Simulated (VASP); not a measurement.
Consider the following.

```xyz
2
Lattice="0.0000 2.1896 2.1896 2.1896 0.0000 2.1896 2.1896 2.1896 0.0000" Properties=species:S:1:pos:R:3 pbc="T T T"
Si     0.0000     0.0000     0.0000
C      1.0948     1.0948     1.0948
```

Method: PBE GGA, VASP's PBE PAW potentials (set 64) (plane waves; VASP). Run with PREC = Normal, EDIFF = 1E-5, 400 eV cut-off, 12×12×12 Γ-centred mesh, Gaussian smearing of 0.050 eV, potentials Si C.

At this cut-off the stress carries a Pulay error, which pulls relaxed volumes low.

Question: Give the stress tensor in GPa (positive for a compressed cell).

Answer: 
```
-1.11   0.00   0.00
 0.00  -1.11   0.00
 0.00   0.00  -1.11
```
The pressure is its mean diagonal, -1.11 GPa.

The compound is SiC in the zinc blende structure. It was relaxed first.
